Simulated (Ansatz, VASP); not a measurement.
# Al (ladder Al chain): VASP beside Ansatz

Aim: how closely do two programs agree when they are given the same cell, functional and k mesh? The structure shown is the start of the Ansatz relaxation below; VASP solves that cell, so the two are compared at the walk's first step. Other levels of theory on this material are compared in a session of their own.

Calculated with Ansatz 0.2.0; plane waves, with VASP 6.6.1 beside it; single point at RPBE and single point at r2SCAN.

## (1) Starting point

The cell holds 2 atoms: 2 Al. Cell: a = 9.000 Å, b = 7.500 Å, c = 2.368 Å, α = 90.0°, β = 90.0°, γ = 90.0°. Vacuum lies along a and b. The structure's axis is c.

## (2) Ansatz: relaxation, RPBE

Ansatz runs on its default PAW (the set named soft_2) files.

The two programs are compared at the cell with which this relaxation starts, whose forces are those of its first step.

Input file input.yaml:

```yaml
crystal:
  lattice:
    - [9.0, 0.0, 0.0]
    - [0.0, 7.5, 0.0]
    - [0.0, 0.0, 2.36797]
  atoms:
    - { symbol: Al, position: [0.387604444, 0.5, 0.0], spin: 0.5 }
    - { symbol: Al, position: [0.612395556, 0.5, 0.5], spin: 0.5 }
magnetization:
  spin_polarized: true
kpoints:
  mp_grid: { grid: [1, 1, 34] }
scf:
  occupations: { method: fermi_dirac, width: 0.05 }
hamiltonian:
  xc: rpbe
relax:
  cell: { fix: [a, b, alpha, beta, gamma] }
  max_steps: 60
```

Launch:

```console
$ ansatz run input.yaml --threads 4 --pin off --max-ram 8192MiB --backend cpu --events-out ev --progress --plain --runs-dir out
```

Numbers of over 12 decimals in the logs are rounded to 6 here.

Log:

```text
Engine: ansatz 0.2.0, aarch64-unknown-linux-gnu
Pseudopotentials: kind: paw
Pseudopotential: Al, paw, valence charge 3, recommended cutoff 420 eV (normal), Al.paw.azcp
Functional definition: RPBE
  parameter kappa = 0.804
  parameter beta = 0.066725
  exchange = rpbe_x(kappa = kappa, mu = beta*pi^2/3)
  correlation = pbe_c(beta = beta)
Crystal: 2 atoms, lattice volume = 159.838 Å³
Basis set: ecut = 420 eV, 3085 PW (Γ), exchange–correlation on 128×108×32 points (8 copies of the dense FFT grid, shifted against one another)
Bands: 8, of which v1, the nominal top of the filled ones, is band 3 counted from 1 (2 counted from 0)
Symmetry: 8 space group operations
Space group: Pmma (ITA 51), of the structure as read, at distance tolerance 5.4e-5 Å
Magnetic group: BNS 51.289 (UNI 387), of the structure as read, at distance tolerance 5.4e-5 Å
k-points: 18 of 34
Non-local potential: Al, projectors of the file, l = 0: 2, l = 1: 2, l = 2: 1
PAW form: soft (Blöchl's): semilocal exchange-correlation on the pseudo side does not see the compensation charge
PAW frozen core: Al, regenerated for the run's functional, and the local potential with it (the file was generated under x = pbe(κ = 0.804, μ = 0.219515), c = pbe(β = 0.066725))
PAW one-centre angular grid: Al, 110 points (default); XC on 64 Gauss nodes
Initial density: superposition of atomic densities (neutral atoms: chi_scale 0, normalization atom)
Starting moments: Σ|m| = 1 μB on 2 of 2 sites
Initial wavefunctions: pseudopotential atomic-orbital guess
Functional: x = rpbe, c = pbe(β = 0.066725)
SCF iter   1: F=—  HF=-1079.085843 eV  |F-HF|=—  |Δ(HF+E_count)|=         —  Δρ=1.56e-2 (↑1.19e-2 ↓1.56e-2)  dr2=2.82e0  dr2_m=4.07e-2  M=0.175 μB ∫|m|=0.176 μB  β_m=0.30  ethr=3.10e-3  ⟨swp⟩=9.0  Hψ=3198  notcnv=0
preconditioner: auto → LDOS  [metal: Δε(μ)=0.042 eV  Ē_g=6.922 eV  σ=0.050 eV  W_gap=0.20  n_scr=10 (ndim 8)  ℏωp=6.5 eV  f_vac=0.357  D(μ)=0.79/eV (n_scr^D=4)]
spin=Collinear: LDOS preconditioning applied to the charge; magnetization (m = ρ↑ − ρ↓) channel mixes plain (no charge-response kernel on spin).
SCF iter   2: F=—  HF=-1078.531849 eV  |F-HF|=—  |Δ(HF+E_count)|=   5.54e-1  Δρ=1.02e-2 (↑7.38e-3 ↓1.02e-2)  dr2=1.02e0  dr2_m=2.21e-2  M=0.133 μB ∫|m|=0.133 μB  β_m=0.30  ethr=3.10e-3  ⟨swp⟩=3.8  Hψ=899  notcnv=0  defer=12
preconditioner: auto → none  [insulator: Δε(μ)=0.178 eV  Ē_g=6.990 eV  σ=0.050 eV  W_gap=0.69  n_scr=10 (ndim 8)  ℏωp=6.7 eV  f_vac=0.384  D(μ)=0.54/eV (n_scr^D=2)  ε∞_Penn≈1.9]
SCF iter   3: F=—  HF=-1078.215841 eV  |F-HF|=—  |Δ(HF+E_count)|=   3.16e-1  Δρ=4.06e-3 (↑3.80e-3 ↓4.06e-3)  dr2=5.23e-2  dr2_m=1.26e-2  M=0.084 μB ∫|m|=0.085 μB  β_m=0.30  ethr=3.10e-3  ⟨swp⟩=3.2  Hψ=653  notcnv=0  defer=12
SCF iter   4: F=—  HF=-1078.261287 eV  |F-HF|=—  |Δ(HF+E_count)|=   4.54e-2  Δρ=2.79e-3 (↑1.96e-3 ↓2.79e-3)  dr2=3.40e-2  dr2_m=6.31e-3  M=0.078 μB ∫|m|=0.079 μB  β_m=0.30  ethr=8.71e-4  ⟨swp⟩=3.5  Hψ=739  notcnv=0  defer=15
SCF iter   5: F=—  HF=-1078.259564 eV  |F-HF|=—  |Δ(HF+E_count)|=   1.72e-3  Δρ=1.74e-3 (↑1.66e-3 ↓1.74e-3)  dr2=1.45e-3  dr2_m=3.87e-3  M=0.047 μB ∫|m|=0.049 μB  β_m=0.30  ethr=5.67e-4  ⟨swp⟩=2.6  Hψ=514  notcnv=0  defer=15
SCF iter   6: F=—  HF=-1078.266216 eV  |F-HF|=—  |Δ(HF+E_count)|=   6.65e-3  Δρ=1.26e-3 (↑1.21e-3 ↓1.26e-3)  dr2=1.26e-4  dr2_m=2.22e-3  M=0.031 μB ∫|m|=0.033 μB  β_m=0.30  ethr=2.41e-5  ⟨swp⟩=2.2  Hψ=546  notcnv=0  defer=15
SCF iter   7: F=—  HF=-1078.269150 eV  |F-HF|=—  |Δ(HF+E_count)|=   2.93e-3  Δρ=9.31e-4 (↑9.31e-4 ↓9.09e-4)  dr2=6.17e-5  dr2_m=1.23e-3  M=0.022 μB ∫|m|=0.024 μB  β_m=0.30  ethr=2.11e-6  ⟨swp⟩=2.5  Hψ=507  notcnv=0  defer=15
Mixer restart at iter 7: flushing history
spin-set hold released at iteration 7 (site moments contracting): the magnetisation degrees of freedom join the quasi-Newton model from the next iteration; the mixer history was flushed
SCF iter   8: F=—  HF=-1078.270710 eV  |F-HF|=—  |Δ(HF+E_count)|=   1.56e-3  Δρ=6.80e-4 (↑6.80e-4 ↓6.79e-4)  dr2=2.06e-5  dr2_m=6.74e-4  M=0.016 μB ∫|m|=0.018 μB  β_m=0.65  ethr=1.03e-6  ⟨swp⟩=2.4  Hψ=437  notcnv=0  defer=15
SCF iter   9: F=—  HF=-1078.272665 eV  |F-HF|=—  |Δ(HF+E_count)|=   1.95e-3  Δρ=5.09e-5 (↑5.09e-5 ↓4.94e-5)  dr2=2.40e-5  dr2_m=2.35e-6  M=0.001 μB ∫|m|=0.003 μB  β_m=0.55  ethr=3.43e-7  ⟨swp⟩=3.1  Hψ=596  notcnv=0  defer=15
SCF iter  10: F=—  HF=-1078.272651 eV  |F-HF|=—  |Δ(HF+E_count)|=   1.35e-5  Δρ=3.07e-5 (↑3.07e-5 ↓2.53e-5)  dr2=1.00e-6  dr2_m=1.10e-6  M=0.001 μB ∫|m|=0.002 μB  β_m=0.78  ethr=3.43e-7  ⟨swp⟩=2.4  Hψ=367  notcnv=0  defer=15
SCF iter  11: F=—  HF=-1078.272655 eV  |F-HF|=—  |Δ(HF+E_count)|=   4.18e-6  Δρ=1.27e-5 (↑1.27e-5 ↓1.27e-5)  dr2=1.88e-7  dr2_m=2.26e-7  M=0.000 μB ∫|m|=0.001 μB  β_m=0.83  ethr=1.67e-8  ⟨swp⟩=2.1  Hψ=392  notcnv=0  defer=15
[...]
SCF 5 converged in 8 iterations: F = -1078.901501 eV  dr2 = 2.35e-12
relax step   5: F+E_penalty+E_count = -1078.90150136 eV  Δ(F+E_penalty+E_count) = -9.688e-3 eV  max|allowed force component| = 1.987e-2 eV/Å  Δτ_max = 0.0398 Å  P = -0.053 GPa  Ω = 166.554 Å³  energy of the carried Pulay correction = -5.472e-4 eV  fix = [a, b, alpha, beta, gamma]  reactions: a -0.421, b +0.257 GPa  (8 SCF iters, dr2 threshold 2.00e-7 eV, accepted)
[...]
relax step   6: F+E_penalty+E_count = -1078.90155356 eV  Δ(F+E_penalty+E_count) = -5.220e-5 eV  max|allowed force component| = 5.923e-5 eV/Å  Δτ_max = 0.0026 Å  P = -0.070 GPa  Ω = 166.548 Å³  energy of the carried Pulay correction = -5.466e-4 eV  fix = [a, b, alpha, beta, gamma]  reactions: a -0.470, b +0.258 GPa  (7 SCF iters, dr2 threshold 2.47e-8 eV, accepted)
[...]
relax step   7: F+E_penalty+E_count = -1078.90227544 eV  Δ(F+E_penalty+E_count) = -7.219e-4 eV  max|allowed force component| = 6.326e-5 eV/Å  Δτ_max = 0.0000 Å  P = -0.065 GPa  Ω = 166.548 Å³  fix = [a, b, alpha, beta, gamma]  reactions: a -0.465, b +0.261 GPa  stress off target by 1.10e-2 GPa on what of the cell is left free  SCF on the basis re-selected at this cell (its energy is not comparable with the rows above)  (7 SCF iters)
basis re-selected at this cell: Δ(F+E_penalty+E_count) = -7.219e-4 eV, ΔP = +0.006 GPa vs the last step (what re-selecting the basis moved, of the pressure what is left beyond the Pulay correction that the steps carried, after the strain that the cell walked since its last selection, with what the two solves' SCF thresholds leave and, on support functions, any second-order correction that the steps lacked; it is no measure of the basis error at this ecutwfc). The dense FFT grid was sized anew with the basis: this SCF ran on 64×54×18 points, the steps before it on 64×54×16, so part of this shift can come from that change (see relax.cell in the input reference). [rest of the remark cut]
SCF converged after 7 iterations
Magnetization: 0.0000 μB (3.0000 up, 3.0000 down)
Absolute magnetization: 0.0000 μB (∫|ρ↑−ρ↓|, with the PAW one-centre terms)
Spin contamination: 0.0000 ħ² per cell (⟨S²⟩ above its minimum at these occupations)
Per-site moments (μB) at R_I (Å): [(9.46842490196572e-12, 1.017791), (9.468420965779567e-12, 1.017791)]
Free energy (F): -1078.902275 eV
Harris-Foulkes:  -1078.902275 eV  (|F-HF|=1.16e-11)
Internal energy: -1078.898193 eV  (E = F + TS)
E sigma→0 (E₀):  -1078.900234 eV
Entropy (-TS):   -0.004082 eV (-2.041 meV/atom)
Fermi energy:    -1.562220 eV
--- Per-component energies (eV) ---
  E_band       = -30.460908
  E_kinetic    = 39.967430
  E_local      = -176.008967  (includes V_loc(G=0)·N_el)
  E_nonlocal   = 21.021866
  E_hartree    = 71.816439
  E_xc         = -75.651892
  E_vxc        = -52.011309  (∫ρ·V_xc dr)
  E_paw        = -940.399569  (= ΣΔE_a)
  E_vpaw       = -7.062783  (= ΣTr[D̂ρ^β])
  E_aug_tail   = -0.000003  (compensation charges beyond the density's cutoff)
  E_ewald      = -19.608976
  E_core_change = -0.034523  (= ΣΔE_core)
  E_smearing   = -0.004082  (= −TS)
  E_closure    = 0.000000  (closes the sum)
  Σ components = -1078.902275   (vs F -1078.902275, Δ=0.00e0)
--- Forces (eV/Å), atoms counted from 1 ---
  atom   1  Al    -0.00006326     0.00000000     0.00000000
  atom   2  Al     0.00006326     0.00000000     0.00000000
  max |Σ_I F_I| component: 0.00e0 eV/Å
--- Stress (GPa, compression-positive) ---
       -0.465383       0.000000       0.000000
        0.000000       0.260881       0.000000
        0.000000       0.000000       0.011001
  P = ⅓ Tr σ = -0.0645 GPa (-0.645 kbar)
--- Relaxed structure (6 steps of the walk, 6 accepted, 1 SCFs on fresh bases) ---
  F+E_penalty+E_count = -1078.90227544 eV   max|allowed force component| = 6.326e-5 eV/Å   (the final SCF, on the basis selected at the relaxed cell)
  cell:  # Å, volume = 166.5477 Å³
    - [9.0, 0.0, 0.0]
    - [0.0, 7.5, 0.0]
    - [0.0, 0.0, 2.467373]
  atoms:
    - { symbol: Al, position: [0.364764, 0.5, 0.0] }
    - { symbol: Al, position: [0.635236, 0.5, 0.500000] }
```

Reading the cycles: dr2 is the Hartree energy of the density residual (eV), the measure of convergence; HF is the Harris–Foulkes estimate of the energy, which meets the free energy F at convergence.

## (3) VASP: single point, RPBE, start cell

The same cell, functional, mesh and smearing now go to VASP, with its own data sets.

Lines of VASP's logs that name or quote its potential files are left out, and so is its time.

Input file INCAR:

```
SYSTEM = Al
PREC = Accurate
ENCUT = 400
EDIFF = 1E-06
NELM = 200
ISMEAR = -1
SIGMA = 0.05
LREAL = .FALSE.
ALGO = Normal
GGA = RP
NBANDS = 10
ISPIN = 2
MAGMOM = 0 0
LORBIT = 11
LWAVE = .FALSE.
LCHARG = .FALSE.
ISIF = 2
LASPH = .TRUE.
GGA_COMPAT = .FALSE.
KPAR = 2
```

Input file POSCAR:

```
Al
1.0
    9.0000000000      0.0000000000      0.0000000000
    0.0000000000      7.5000000000      0.0000000000
    0.0000000000      0.0000000000      2.3679700000
Al
2
Direct
    0.3876044444      0.5000000000      0.0000000000
    0.6123955556      0.5000000000      0.5000000000
```

Input file KPOINTS:

```
Automatic mesh
0
Gamma
1 1 34
0 0 0
```

PAW data sets: Al (PBE family, release 64).

Launch:

```console
$ mpirun -np 2 vasp_std
```

Log:

```text
[banner, memory and clock lines left out]
running    2 mpi-ranks, on    1 nodes
 distrk:  each k-point on    1 cores,    2 groups
 distr:  one band on    1 cores,    1 groups

 POSCAR found type information on POSCAR Al
 POSCAR found :  1 types and       2 ions
|                                                                             |
|               ----> ADVICE to this user running VASP <----                  |
|                                                                             |
|     You enforced a specific xc type in the INCAR file but a different       |
|     [... a line on the potential file left out ...]
|     I HOPE YOU KNOW WHAT YOU ARE DOING!                                     |
|                                                                             |

 LDA part: xc-table for (Slater+PW92), standard interpolation
 POSCAR, INCAR and KPOINTS ok, starting setup
 FFT: planning ... GRIDC
 FFT: planning ... GRID_SOFT
 FFT: planning ... GRID
 WAVECAR not read
 entering main loop
       N       E                     dE             d eps       ncg     rms          rms(c)
DAV:   1     0.108939884609E+02    0.10894E+02   -0.17098E+03   720   0.315E+02
DAV:   2    -0.486382660831E+01   -0.15758E+02   -0.15037E+02  1068   0.533E+01
DAV:   3    -0.535484579782E+01   -0.49102E+00   -0.48934E+00   856   0.100E+01
DAV:   4    -0.536823362490E+01   -0.13388E-01   -0.13386E-01  1016   0.211E+00
DAV:   5    -0.536872226173E+01   -0.48864E-03   -0.48864E-03   950   0.353E-01    0.422E+00
DAV:   6    -0.461138360679E+01    0.75734E+00   -0.14043E+00   756   0.349E+00    0.241E+00
DAV:   7    -0.442300953260E+01    0.18837E+00   -0.88913E-01   836   0.303E+00    0.637E-01
DAV:   8    -0.441257495389E+01    0.10435E-01   -0.52431E-02   830   0.119E+00    0.189E-01
DAV:   9    -0.440775556713E+01    0.48194E-02   -0.10545E-02   778   0.393E-01    0.119E-01
DAV:  10    -0.440640571562E+01    0.13499E-02   -0.23381E-03   752   0.224E-01    0.809E-02
DAV:  11    -0.440635780001E+01    0.47916E-04   -0.74158E-04   752   0.163E-01    0.366E-02
DAV:  12    -0.440671141242E+01   -0.35361E-03   -0.55528E-04   744   0.142E-01    0.282E-02
DAV:  13    -0.440683956841E+01   -0.12816E-03   -0.42434E-04   732   0.111E-01    0.807E-03
DAV:  14    -0.440683309380E+01    0.64746E-05   -0.76955E-05   766   0.479E-02    0.664E-03
DAV:  15    -0.440683282740E+01    0.26640E-06   -0.46373E-05   740   0.371E-02    0.238E-03
DAV:  16    -0.440683000743E+01    0.28200E-05   -0.31095E-05   736   0.296E-02    0.751E-04
DAV:  17    -0.440683039642E+01   -0.38898E-06   -0.15398E-05   740   0.207E-02    0.689E-04
DAV:  18    -0.440682887316E+01    0.15233E-05   -0.84257E-06   748   0.152E-02    0.427E-04
DAV:  19    -0.440682851018E+01    0.36299E-06   -0.24630E-06   736   0.773E-03
   1 F= -.44068285E+01 E0= -.44047810E+01  d E =-.409511E-02  mag=    -0.0000
```

OUTCAR, selected parts (step 3):

```text
ion  position               nearest neighbor table
   1  0.388  0.500  0.000-   2 2.34   2 2.34
   2  0.612  0.500  0.500-   1 2.34   1 2.34

  LATTYP: Found a simple orthorhombic cell.
 ALAT       =     2.3679700000
 B/A-ratio  =     3.1672698556
 C/A-ratio  =     3.8007238267

 Subroutine GETGRP returns: Found  8 space group operations
 (whereof  4 operations were pure point group operations)

The static configuration has the point symmetry C_2v.
 The point group associated with its full space group is D_2h.

 Found     18 irreducible k-points:

   k-points           NKPTS =     18   k-points in BZ     NKDIM =     18   number of bands    NBANDS=     10

   dimension x,y,z NGX =    60 NGY =   50 NGZ =   16
   dimension x,y,z NGXF=   120 NGYF=  100 NGZF=   32

   ENCUT  =  400.0 eV  29.40 Ry    5.42 a.u.  14.68 12.23  3.86*2*pi/ulx,y,z

   NELECT =       6.0000    total number of electrons

 k-points in reciprocal lattice and weights: Automatic mesh
   0.00000000  0.00000000  0.00000000       0.029
   0.00000000  0.00000000  0.02941176       0.059
   0.00000000  0.00000000  0.05882353       0.059
   0.00000000  0.00000000  0.08823529       0.059
   0.00000000  0.00000000  0.11764706       0.059
   0.00000000  0.00000000  0.14705882       0.059
   0.00000000  0.00000000  0.17647059       0.059
   0.00000000  0.00000000  0.20588235       0.059
   0.00000000  0.00000000  0.23529412       0.059
[...]
0.00000000  0.00000000  0.47058824       0.059
   0.00000000  0.00000000  0.50000000       0.029

 average (electrostatic) potential at core
       1 -82.1828       2 -82.1828

 E-fermi :  -1.6394

 spin component 1
 k-point     1 :       0.0000    0.0000    0.0000
  band No.  band energies     occupation
      1     -10.6555      1.00000
      2      -6.3705      1.00000
      3      -3.6680      1.00000
      4      -2.7807      1.00000
      5      -0.2959      0.00000
      6       1.0673      0.00000
      7       2.4311      0.00000
      8       2.4507      0.00000
      9       3.0316      0.00000
    ...

 k-point     2 :       0.0000    0.0000    0.0294
  band No.  band energies     occupation
      1     -10.6333      1.00000
      2      -6.3488      1.00000
      3      -3.6465      1.00000
      4      -2.7598      1.00000
      5      -0.2743      0.00000
      6       1.0899      0.00000
      7       2.4473      0.00000
      8       2.4733      0.00000
      9       3.0546      0.00000
    ...

 k-point     3 :       0.0000    0.0000    0.0588
  band No.  band energies     occupation
      1     -10.5665      1.00000
      2      -6.2836      1.00000
      3      -3.5819      1.00000
      4      -2.6969      1.00000
      5      -0.2096      0.00000
      6       1.1578      0.00000
      7       2.4949      0.00000
      8       2.5412      0.00000
      9       3.1238      0.00000
    ...

 k-point     4 :       0.0000    0.0000    0.0882
  band No.  band energies     occupation
      1     -10.4555      1.00000
      2      -6.1753      1.00000
      3      -3.4744      1.00000
      4      -2.5922      1.00000
      5      -0.1017      0.00000
      6       1.2709      0.00000
      7       2.5697      0.00000
      8       2.6544      0.00000
      9       3.2390      0.00000
    ...

 k-point     5 :       0.0000    0.0000    0.1176
  band No.  band energies     occupation
      1     -10.3004      1.00000
      2      -6.0243      1.00000
      3      -3.3238      1.00000
      4      -2.4455      1.00000
      5       0.0493      0.00000
      6       1.4288      0.00000
      7       2.6628      0.00000
      8       2.8129      0.00000
      9       3.4003      0.00000
    ...

 k-point     6 :       0.0000    0.0000    0.1471
  band No.  band energies     occupation
      1     -10.1015      1.00000
      2      -5.8317      1.00000
      3      -3.1302      1.00000
      4      -2.2569      1.00000
      5       0.2434      0.00000
      6       1.6310      0.00000
      7       2.7560      0.00000
      8       3.0166      0.00000
      9       3.6076      0.00000
    ...

  Total        6.1346556      0.2080286      5.9575070      0.0000000      0.0000000      0.0000000
  in kB       61.4923091      2.0852285     59.7166145      0.0000000      0.0000000      0.0000000
  external PRESSURE =      41.0980507 kB  Pullay stress =       0.0000000 kB

  energy-cutoff  :      400.00
  volume of cell :      159.84
      direct lattice vectors                 reciprocal lattice vectors
     9.000000000  0.000000000  0.000000000     0.111111111  0.000000000  0.000000000
     0.000000000  7.500000000  0.000000000     0.000000000  0.133333333  0.000000000
     0.000000000  0.000000000  2.367970000     0.000000000  0.000000000  0.422302647

 POSITION                                       TOTAL-FORCE (eV/Angst)
 -----------------------------------------------------------------------------------
      3.48844      3.75000      0.00000        -3.192143      0.000000      0.000000
      5.51156      3.75000      1.18399         3.192143      0.000000      0.000000
 -----------------------------------------------------------------------------------
    total drift:                               -0.000000     -0.000000      0.000000

  FREE ENERGIE OF THE ION-ELECTRON SYSTEM (eV)
  ---------------------------------------------------
  free  energy   TOTEN  =        -4.4068285102 eV

  energy  without entropy=       -4.4027334013  energy(sigma->0) =       -4.40478096

 total charge
# of ion       s       p       d       tot
------------------------------------------
    1        0.459   0.442   0.000   0.901
    2        0.459   0.442   0.000   0.901
--------------------------------------------------
tot          0.917   0.884   0.000   1.801

 magnetization (x)
# of ion       s       p       d       tot
------------------------------------------
    1       -0.000   0.000   0.000  -0.000
    2       -0.000   0.000   0.000  -0.000
--------------------------------------------------
tot         -0.000   0.000   0.000  -0.000

[... 6 further parts left out ...]
```

(Continued in part 2 of 2.)

[Lines on the potential files, build, host, timing and source positions are cut from VASP's logs without a mark.]

[Logs are printed without paths, hosts, clocks, repeated set-up lines and the standing remarks that a program may print on its own settings, such as how far it seeks lower states.]

[Hosts, paths, dates, database ids (printed as entryN), source tags and the programs' standing remarks are cut or masked in the printed files.]
